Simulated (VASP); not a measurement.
A convergence study with VASP on C (graphite): one setting is varied, all else stays as given below, so the limit is that of these other settings. Each run relaxes cell and ions from the cell shown.

```xyz
4
Lattice="1.2300 -2.1304 0.0000 1.2300 2.1304 0.0000 0.0000 0.0000 6.7100" Properties=species:S:1:pos:R:3 pbc="T T T"
C      0.0000     0.0000     1.6775
C      0.0000     0.0000     5.0325
C      1.2300     0.7101     1.6775
C      1.2300    -0.7101     5.0325
```

The numbers are results of LDA (Ceperley-Alder, Perdew-Zunger), VASP's LDA PAW potentials (set 64) (plane waves; VASP), not measurements. The tightest run used: 700 eV cut-off, 19×19×6 Γ-centred mesh, first-order Methfessel-Paxton smearing of 0.10 eV, potentials C.

The settings run are 2×2×1 mesh; 3×3×1 mesh; 4×4×1 mesh; 5×5×2 mesh; 6×6×2 mesh; 7×7×2 mesh; 8×8×2 mesh; 9×9×3 mesh; 10×10×3 mesh; 11×11×3 mesh; 12×12×4 mesh; 13×13×4 mesh; 14×14×4 mesh; 15×15×5 mesh; 16×16×5 mesh; 17×17×5 mesh; 18×18×6 mesh; 19×19×6 mesh. From which on does the relaxed volume stay within 0.05 Å³/atom of the tightest run?

From 10×10×3 mesh on: it is off by 0.029 there and by no more than 0.05 in any finer run, while 9×9×3 mesh is off by 0.060.
```
setting       relaxed volume (Å³/atom)  E (eV/atom)  irreducible k-points  difference judged (Å³/atom)
------------  ------------------------  -----------  --------------------  ---------------------------
2×2×1 mesh                       5.942      -9.5890                     2                        2.580
3×3×1 mesh                       8.346      -9.8760                     3                        0.176
4×4×1 mesh                       9.619     -10.1173                     4                        1.096
5×5×2 mesh                       8.337     -10.1131                    10                        0.185
6×6×2 mesh                       8.439     -10.1000                    14                        0.083
7×7×2 mesh                       8.582     -10.1262                    16                        0.060
8×8×2 mesh                       8.475     -10.1219                    20                        0.048
9×9×3 mesh                       8.462     -10.1170                    24                        0.060
10×10×3 mesh                     8.551     -10.1226                    28                        0.029
11×11×3 mesh                     8.492     -10.1221                    32                        0.030
12×12×4 mesh                     8.495     -10.1195                    57                        0.028
13×13×4 mesh                     8.536     -10.1217                    63                        0.014
14×14×4 mesh                     8.502     -10.1218                    72                        0.020
15×15×5 mesh                     8.499     -10.1207                    81                        0.023
16×16×5 mesh                     8.527     -10.1214                    90                        0.005
17×17×5 mesh                     8.506     -10.1216                    99                        0.016
18×18×6 mesh                     8.506     -10.1210                   148                        0.017
19×19×6 mesh                     8.522     -10.1213                   160                        0.000
```

Left out are rungs that failed or repeat a setting and relaxations that didn't move; long series are thinned to 24 rows.

The compound is C in the graphite structure.
